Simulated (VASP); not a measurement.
Wanted: the native input for a VASP 6.6.1 run.

| Quantity | Value |
| --- | --- |
| Task | single point |
| Functional | PBE |
| Potentials or basis | VASP PAW PBE potentials, release 64 (Na_pv, C) |
| Cutoff | 520 eV |
| k mesh | 8 × 8 × 8 |
| Occupations | gaussian, width 0.1 eV |
| Spin | collinear spin, typed start |
| Starting moments | [0.0, 0.0, 0.0, 0.0, 0.5] μB |
| Dipole correction | no |
| Further INCAR settings | ALGO = Normal; EDIFF = 1e-06; NBANDS = 28 |

The structure of Na4C lies in POSCAR:

```
Na4C
1.0
    5.0597242801      0.0000000000      0.0000000000
    0.0000000000      5.0597242801      0.0000000000
    0.0000000000      0.0000000000      5.0597242801
Na C
4 1
Direct
    0.0000000000      0.0000000000      0.0000000000
    0.5000000000      0.5000000000      0.0000000000
    0.5000000000      0.0000000000      0.5000000000
    0.0000000000      0.5000000000      0.5000000000
    0.5000000000      0.5000000000      0.5000000000
```

The cell was built by a generator and needn't be a form met in nature.

The cell isn't the ideal one: species swapped into the Ni4N type (Pm-3m, No. 221).

These files were run (other wordings do the same):

INCAR

```
PREC     = Accurate       # precision mode
ENCUT    = 520            # plane-wave cutoff, eV
EDIFF    = 1E-6           # SCF threshold, eV
ISMEAR   = 0              # smearing method
SIGMA    = 0.1            # smearing width, eV
LREAL    = False          # projectors in reciprocal space
LASPH    = True           # aspherical terms in the spheres
NELM     = 150            # most SCF steps
ALGO     = Normal         # electronic algorithm
ISIF     = 2              # what is computed and relaxed
LWAVE    = False          # write WAVECAR
LCHARG   = True           # write CHGCAR
ISPIN    = 2              # spin polarisation
MAGMOM   = 0 0 0 0 0.5    # initial moments
LORBIT   = 11             # projections on sites
GGA      = PE             # functional
LELF     = True           # ELF
LVHAR    = True         
NBANDS   = 28             # bands
```

KPOINTS

```
regular mesh
0
Gamma
  8 8 8
```

Potentials or basis: VASP PAW PBE potentials, release 64 (Na_pv, C).

Launch:

```console
$ cat potpaw_PBE.64/Na_pv/POTCAR potpaw_PBE.64/C/POTCAR > POTCAR
$ mpirun -np 1 vasp_std > vasp.out
```

It gave:

```yaml
Pressure: 0.1 GPa
Band_gap_on_the_k_mesh: none (metal or under the smearing width)
Net_moment: 0.24 μB per cell
Site_moments: Na -0.01, -0.00; C +0.17 μB
Valence_electrons_inside_the_program's_atomic_spheres: Na 6.05, 6.09; C 2.12
```

It took 3 min on 1 thread of AMD EPYC 9R45 96-Core Processor (Zen 5), on a shared host, peak memory 0.35 GiB.
